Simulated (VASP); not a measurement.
OSZICAR of a VASP run on BaGaH5 (space group P2_1):

OSZICAR:
```
       N       E                     dE             d eps       ncg     rms          rms(c)
DAV:   1     0.376923342325E+03    0.37692E+03   -0.22302E+04  1516   0.157E+03
DAV:   2    -0.601558391798E+02   -0.43708E+03   -0.42104E+03  1784   0.407E+02
DAV:   3    -0.122324795924E+03   -0.62169E+02   -0.61665E+02  1928   0.144E+02
DAV:   4    -0.125700135906E+03   -0.33753E+01   -0.33633E+01  2280   0.338E+01
DAV:   5    -0.125814837068E+03   -0.11470E+00   -0.11463E+00  2164   0.469E+00    0.108E+01
DAV:   6    -0.119867960754E+03    0.59469E+01   -0.32359E+00  2104   0.168E+01    0.585E+00
DAV:   7    -0.112400497424E+03    0.74675E+01   -0.30004E+00  1704   0.993E+00    0.132E+00
DAV:   8    -0.114325241411E+03   -0.19247E+01   -0.17280E+00  1768   0.798E+00    0.650E-01
DAV:   9    -0.114621959874E+03   -0.29672E+00   -0.63372E-01  1616   0.464E+00    0.497E-01
DAV:  10    -0.114748311043E+03   -0.12635E+00   -0.88214E-02  1700   0.185E+00    0.218E-01
DAV:  11    -0.114701991044E+03    0.46320E-01   -0.26450E-02  1816   0.112E+00    0.947E-02
DAV:  12    -0.114743453395E+03   -0.41462E-01   -0.12823E-02  1744   0.758E-01    0.626E-02
DAV:  13    -0.114749349567E+03   -0.58962E-02   -0.50049E-03  1748   0.478E-01    0.334E-02
DAV:  14    -0.114750576610E+03   -0.12270E-02   -0.11340E-03  1728   0.213E-01    0.133E-02
DAV:  15    -0.114750326663E+03    0.24995E-03   -0.23048E-04  2156   0.113E-01    0.695E-03
DAV:  16    -0.114750368278E+03   -0.41615E-04   -0.32101E-05  1772   0.379E-02    0.413E-03
DAV:  17    -0.114750366202E+03    0.20763E-05   -0.16270E-05  1708   0.236E-02    0.150E-03
DAV:  18    -0.114750368079E+03   -0.18771E-05   -0.50404E-06  1384   0.138E-02    0.142E-03
DAV:  19    -0.114750369215E+03   -0.11363E-05   -0.86421E-07  1256   0.627E-03    0.803E-04
DAV:  20    -0.114750369039E+03    0.17554E-06   -0.36746E-07   992   0.487E-03
   1 F= -.11475037E+03 E0= -.11475037E+03  d E =-.114750E+03
       N       E                     dE             d eps       ncg     rms          rms(c)
DAV:   1    -0.114815792914E+03   -0.65424E-01   -0.13244E+00  1876   0.105E+01    0.120E+00
DAV:   2    -0.114782566450E+03    0.33226E-01   -0.13609E-01  2160   0.427E+00    0.557E-01
DAV:   3    -0.114774287230E+03    0.82792E-02   -0.33154E-02  2052   0.181E+00    0.110E-01
DAV:   4    -0.114774704112E+03   -0.41688E-03   -0.10571E-02  1700   0.962E-01    0.581E-02
DAV:   5    -0.114774833112E+03   -0.12900E-03   -0.15578E-03  1840   0.278E-01    0.360E-02
DAV:   6    -0.114774848674E+03   -0.15562E-04   -0.24143E-04  2064   0.103E-01    0.116E-02
DAV:   7    -0.114774829559E+03    0.19115E-04   -0.86842E-05  1632   0.865E-02    0.346E-03
DAV:   8    -0.114774819738E+03    0.98217E-05   -0.22823E-05  1872   0.330E-02    0.264E-03
DAV:   9    -0.114774818984E+03    0.75379E-06   -0.67392E-06  1412   0.146E-02
   2 F= -.11477482E+03 E0= -.11477482E+03  d E =-.244499E-01
       N       E                     dE             d eps       ncg     rms          rms(c)
DAV:   1    -0.115000299224E+03   -0.22548E+00   -0.69171E+00  1876   0.242E+01    0.270E+00
DAV:   2    -0.114831609277E+03    0.16869E+00   -0.70569E-01  2144   0.936E+00    0.126E+00
DAV:   3    -0.114787560754E+03    0.44049E-01   -0.17498E-01  2052   0.414E+00    0.244E-01
DAV:   4    -0.114790706981E+03   -0.31462E-02   -0.55558E-02  1652   0.223E+00    0.133E-01
DAV:   5    -0.114791136600E+03   -0.42962E-03   -0.78066E-03  1932   0.615E-01    0.807E-02
DAV:   6    -0.114791244410E+03   -0.10781E-03   -0.11315E-03  1956   0.229E-01    0.277E-02
DAV:   7    -0.114791120535E+03    0.12388E-03   -0.47994E-04  1628   0.206E-01    0.757E-03
DAV:   8    -0.114791064141E+03    0.56394E-04   -0.11923E-04  2132   0.728E-02    0.598E-03
DAV:   9    -0.114791060259E+03    0.38817E-05   -0.27520E-05  1736   0.285E-02    0.428E-03
DAV:  10    -0.114791061247E+03   -0.98786E-06   -0.45197E-06  1716   0.173E-02
   3 F= -.11479106E+03 E0= -.11479106E+03  d E =-.406922E-01
       N       E                     dE             d eps       ncg     rms          rms(c)
DAV:   1    -0.114853608337E+03   -0.62548E-01   -0.31186E+00  2048   0.144E+01    0.151E+00
DAV:   2    -0.114808181291E+03    0.45427E-01   -0.27368E-01  2072   0.564E+00    0.710E-01
DAV:   3    -0.114794080166E+03    0.14101E-01   -0.55504E-02  2112   0.221E+00    0.141E-01
DAV:   4    -0.114796705804E+03   -0.26256E-02   -0.16247E-02  1568   0.110E+00    0.711E-02
DAV:   5    -0.114796983354E+03   -0.27755E-03   -0.28192E-03  1840   0.358E-01    0.461E-02
DAV:   6    -0.114797267773E+03   -0.28442E-03   -0.81534E-04  1588   0.196E-01    0.119E-02
DAV:   7    -0.114797308775E+03   -0.41001E-04   -0.35429E-04  1616   0.138E-01    0.431E-03
DAV:   8    -0.114797306760E+03    0.20144E-05   -0.74013E-05  1760   0.530E-02    0.371E-03
DAV:   9    -0.114797310446E+03   -0.36860E-05   -0.84158E-06  1772   0.142E-02    0.207E-03
DAV:  10    -0.114797310521E+03   -0.75098E-07   -0.20890E-06  1388   0.106E-02
   4 F= -.11479731E+03 E0= -.11479731E+03  d E =-.624927E-02
       N       E                     dE             d eps       ncg     rms          rms(c)
DAV:   1    -0.114802539731E+03   -0.52293E-02   -0.22247E-01  2064   0.373E+00    0.408E-01
DAV:   2    -0.114799072814E+03    0.34669E-02   -0.18861E-02  2088   0.158E+00    0.193E-01
DAV:   3    -0.114798132922E+03    0.93989E-03   -0.40407E-03  2080   0.615E-01    0.370E-02
DAV:   4    -0.114798248112E+03   -0.11519E-03   -0.12568E-03  1556   0.316E-01    0.193E-02
DAV:   5    -0.114798285966E+03   -0.37854E-04   -0.24144E-04  1728   0.108E-01    0.122E-02
DAV:   6    -0.114798306776E+03   -0.20810E-04   -0.57605E-05  1620   0.518E-02    0.361E-03
DAV:   7    -0.114798310702E+03   -0.39266E-05   -0.24031E-05  1620   0.389E-02    0.116E-03
DAV:   8    -0.114798310330E+03    0.37173E-06   -0.56592E-06  1412   0.150E-02
   5 F= -.11479831E+03 E0= -.11479831E+03  d E =-.724908E-02
       N       E                     dE             d eps       ncg     rms          rms(c)
DAV:   1    -0.114800174305E+03   -0.18636E-02   -0.16207E-01  1628   0.246E+00    0.202E-01
DAV:   2    -0.114800219123E+03   -0.44818E-04   -0.97238E-03  2004   0.924E-01    0.906E-02
DAV:   3    -0.114800170317E+03    0.48806E-04   -0.13443E-03  2228   0.288E-01    0.298E-02
DAV:   4    -0.114800173171E+03   -0.28538E-05   -0.29126E-04  1656   0.146E-01    0.123E-02
DAV:   5    -0.114800191085E+03   -0.17914E-04   -0.71806E-05  1660   0.541E-02    0.470E-03
DAV:   6    -0.114800192329E+03   -0.12441E-05   -0.13135E-05  1744   0.244E-02    0.258E-03
DAV:   7    -0.114800192912E+03   -0.58310E-06   -0.40581E-06  1420   0.139E-02
   6 F= -.11480019E+03 E0= -.11480019E+03  d E =-.188258E-02
       N       E                     dE             d eps       ncg     rms          rms(c)
DAV:   1    -0.114800442515E+03   -0.25019E-03   -0.47125E-02  1632   0.133E+00    0.109E-01
DAV:   2    -0.114800455838E+03   -0.13323E-04   -0.28379E-03  2004   0.498E-01    0.489E-02
DAV:   3    -0.114800440139E+03    0.15699E-04   -0.39212E-04  2236   0.156E-01    0.160E-02
DAV:   4    -0.114800440857E+03   -0.71749E-06   -0.85029E-05  1672   0.800E-02    0.665E-03
DAV:   5    -0.114800445952E+03   -0.50956E-05   -0.20699E-05  1656   0.290E-02    0.249E-03
DAV:   6    -0.114800446518E+03   -0.56563E-06   -0.37524E-06  1656   0.130E-02
   7 F= -.11480045E+03 E0= -.11480045E+03  d E =-.213619E-02
       N       E                     dE             d eps       ncg     rms          rms(c)
DAV:   1    -0.114800948161E+03   -0.50221E-03   -0.86878E-02  1620   0.187E+00    0.169E-01
DAV:   2    -0.114801074476E+03   -0.12631E-03   -0.64659E-03  2008   0.735E-01    0.774E-02
DAV:   3    -0.114801028074E+03    0.46402E-04   -0.69465E-04  2148   0.215E-01    0.263E-02
DAV:   4    -0.114801020402E+03    0.76717E-05   -0.20720E-04  1680   0.114E-01    0.807E-03
DAV:   5    -0.114801041028E+03   -0.20625E-04   -0.40949E-05  1640   0.415E-02    0.368E-03
DAV:   6    -0.114801042091E+03   -0.10635E-05   -0.52713E-06  1788   0.147E-02    0.238E-03
DAV:   7    -0.114801042615E+03   -0.52401E-06   -0.32862E-06  1440   0.128E-02
   8 F= -.11480104E+03 E0= -.11480104E+03  d E =-.596097E-03
       N       E                     dE             d eps       ncg     rms          rms(c)
DAV:   1    -0.114801074743E+03   -0.32652E-04   -0.62202E-03  1620   0.501E-01    0.450E-02
DAV:   2    -0.114801082693E+03   -0.79502E-05   -0.45979E-04  1984   0.197E-01    0.207E-02
DAV:   3    -0.114801079593E+03    0.31004E-05   -0.50538E-05  2184   0.578E-02    0.700E-03
DAV:   4    -0.114801079040E+03    0.55294E-06   -0.14508E-05  1688   0.303E-02    0.207E-03
DAV:   5    -0.114801080509E+03   -0.14688E-05   -0.27296E-06  1316   0.108E-02    0.950E-04
DAV:   6    -0.114801080591E+03   -0.82402E-07   -0.36605E-07  1060   0.416E-03
   9 F= -.11480108E+03 E0= -.11480108E+03  d E =-.634073E-03
       N       E                     dE             d eps       ncg     rms          rms(c)
DAV:   1    -0.114801087782E+03   -0.72734E-05   -0.40936E-02  1588   0.118E+00    0.809E-02
DAV:   2    -0.114801237573E+03   -0.14979E-03   -0.24494E-03  1804   0.416E-01    0.386E-02
DAV:   3    -0.114801297129E+03   -0.59557E-04   -0.21895E-04  2148   0.105E-01    0.168E-02
DAV:   4    -0.114801290822E+03    0.63077E-05   -0.47930E-05  1784   0.512E-02    0.296E-03
DAV:   5    -0.114801300436E+03   -0.96144E-05   -0.16069E-05  1628   0.276E-02    0.175E-03
DAV:   6    -0.114801300842E+03   -0.40615E-06   -0.26524E-06  1444   0.112E-02
  10 F= -.11480130E+03 E0= -.11480130E+03  d E =-.220251E-03
```

Question: Which electronic solver shows in the log?

Answer: It is blocked Davidson (ALGO = Normal, or the opening steps of other solvers). The INCAR had ALGO = Normal.

Question: Can the final energy be trusted as converged?

Answer: The run converged. It stopped with EDIFF = 1E-6, NELM = 100, NSW = 60 and EDIFFG = -0.02 after 10 ionic steps (r2SCAN meta-GGA, plane waves, VASP's PBE PAW potentials (set 64)). Energy and stress use the plane-wave basis of the starting cell.

The structure comes from a computed database's BaGaH5 entry (P2_1); how it stands against other phases isn't given here. This run relaxes it. Symmetry was kept, so distortions that lower it aren't found. The start is the result of an earlier pass.
